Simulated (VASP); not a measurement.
TlBr (CsCl type):

```
TlBr
1.0
    3.99000     0.00000     0.00000
    0.00000     3.99000     0.00000
    0.00000     0.00000     3.99000
Tl Br
1 1
Direct
  0.00000   0.00000   0.00000
  0.50000   0.50000   0.50000
```

The lowest empty band near R, direction [111], from PBE with spin-orbit coupling in VASP (PAW); its two spin partners are averaged. The gap over the points computed is 1.38 eV, and the next band on that side lies 1.09 eV away at the edge.

Numerical set-up: 400 eV cut-off, 8×8×8 Γ-centred mesh, Gaussian smearing of 0.050 eV, potentials Tl_d Br.

```tsv
distance from the edge in k (1/Å)	distance in energy (meV)
0.018	4.1
0.025	7.8
0.035	15.3
0.050	30.8
0.070	59.1
```

**Question.** Fit E(1 + αE) = ħ²k²/2m* (ħ²/2m0 = 3.810 eV Å²) and predict the row at 0.095 1/Å.

**Answer.** Least squares on the energies gives the electron mass m* = 0.302 m0 and α = 0.78 per eV, and so 105.2 meV. The run gave 105.3 meV, +0.1 meV from the fit.

Left out are points under 3 meV from the edge, since the levels carry 0.1 meV, and points farther than half the way to the next band.

The compound is TlBr in the CsCl type structure. The cell was not relaxed at this level.
